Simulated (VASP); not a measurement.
# MgTe: band gap against strain

MgTe (wurtzite, P6_3mc, 33.419 Å³/atom and stress up to 0.02 GPa in the relaxed cell, c along z) under an equal strain ε along all three axes. PBEsol in VASP (plane waves, PAW), 480 eV, 12×12×4 Γ-centred mesh, Gaussian smearing 0.05 eV; ions are relaxed, or left where forces stay under 0.02 eV/Å, within the symmetry of each cell. Gaps are the smallest on the run's k-mesh, which can miss an edge that lies off it, without spin-orbit coupling; in all rows the valence edge lies at Γ and the conduction edge at Γ.

Here s stands for strain and Eg for gap.

```
strain (%)  gap (eV)
----------  --------
-3.00              ?
-1.50          2.591
-1.00          2.522
-0.50          2.453
0.00           2.387
```

Problem. Using a straight line, estimate the missing Eg at s = -3.00 from the other rows, showing the fit.

Solution. Means: s -0.75000, Eg 2.4882. About the means, the sum of products is -0.17025 and the sum of squares of s is 1.2500; the slope is their ratio. Least squares gives Eg = 2.3861 - 0.13620·s. Residuals (row less fit): 0.0006, -0.0003, -0.0012, 0.0009; standard error 0.0012 (degrees of freedom: 2). Over these rows the gap moves by -13.6 ± 0.1 eV per unit strain, or -4.5 eV per unit of ln V. At the withheld row, Eg = 2.3861 - 0.13620 × (-3.0) = 2.7947 eV. The calculation gives 2.807 eV, 0.0123 eV above the prediction (2.9 % of the range of Eg in the table). The row lies outside the fitted rows, so this is an extrapolation. From the scatter of the fitted rows alone, a prediction at this place has a standard error of 0.0027 eV, so the miss is 4.6 times that.

A polynomial of degree 2 through the 6 other runs of the series gives 2.807 there, so most of the miss is curvature that the fit leaves out. Other structures, which can take over under pressure, weren't tried. Spin-orbit coupling is left out, which can shift this property for MgTe. Rows are the converged runs of the series near zero and its far end, less any whose ions stayed unrelaxed beside relaxed ones; series whose fitted rows scatter by over a few per cent of the range, as at a crossing or softening among them, aren't shown in this form. Most that stay on the fit to the last digits aren't either.
